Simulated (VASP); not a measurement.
VASP input:

**INCAR**
```
SYSTEM = Ge
PREC = Accurate
ENCUT = 400
EDIFF = 1E-6
NELM = 100
ALGO = Normal
LREAL = .FALSE.
LASPH = .TRUE.
ISMEAR = 0
SIGMA = 0.05
LMAXMIX = 4
LWAVE = .FALSE.
LCHARG = .FALSE.
IBRION = 2
ISIF = 3
NSW = 60
EDIFFG = -0.01
```

**POSCAR**
```
Ge
1.0
  0.0000000000   2.8079063511   2.8079063511
  2.8079063511   0.0000000000   2.8079063511
  2.8079063511   2.8079063511   0.0000000000
Ge
2
Cartesian
  2.8079063511   2.8079063511   2.8079063511
  4.2118595267   4.2118595267   4.2118595267
```

**KPOINTS**
```
kpoints
0
G
7 7 7
```

POTCAR, in this order: Ge_d (LDA.64 set). Program: vasp_std.

**Question.** Translate this LDA calculation to Quantum ESPRESSO's pw.x.

**Answer.** One equivalent input (not run):
```
&CONTROL
  calculation = 'vc-relax'
  pseudo_dir = './pseudo'
  outdir = './out'
  tprnfor = .true.
  tstress = .true.
  nstep = 60
  forc_conv_thr = 0.00039
/
&SYSTEM
  ibrav = 0
  nat = 2
  ntyp = 1
  ecutwfc = 78
  occupations = 'smearing'
  smearing = 'gaussian'
  degauss = 0.003675
  input_dft = 'pz'
/
&ELECTRONS
  conv_thr = 7.3e-08
  electron_maxstep = 100
/
&IONS
/
&CELL
/
ATOMIC_SPECIES
  Ge 72.630 Ge.upf
CELL_PARAMETERS angstrom
     0.0000000    2.8079064    2.8079064
     2.8079064    0.0000000    2.8079064
     2.8079064    2.8079064   -0.0000000
ATOMIC_POSITIONS crystal
  Ge   0.5000000  0.5000000  0.5000000
  Ge   0.7500000  0.7500000  0.7500000
K_POINTS automatic
  7 7 7 0 0 0
```
Limits of the translation: the potentials are each code's own (VASP's PAW set, PseudoDojo norm-conserving files in pw.x), so ENCUT and ecutwfc are chosen apart and not converted; conv_thr bounds pw.x's estimated SCF error, while EDIFF bounds the energy change between steps; forc_conv_thr acts on force components and is met together with etot_conv_thr.

The structure comes from a computed database's Ge entry (Fd-3m); how it stands against other phases isn't given here. It was relaxed first. The start is the result of an earlier pass.
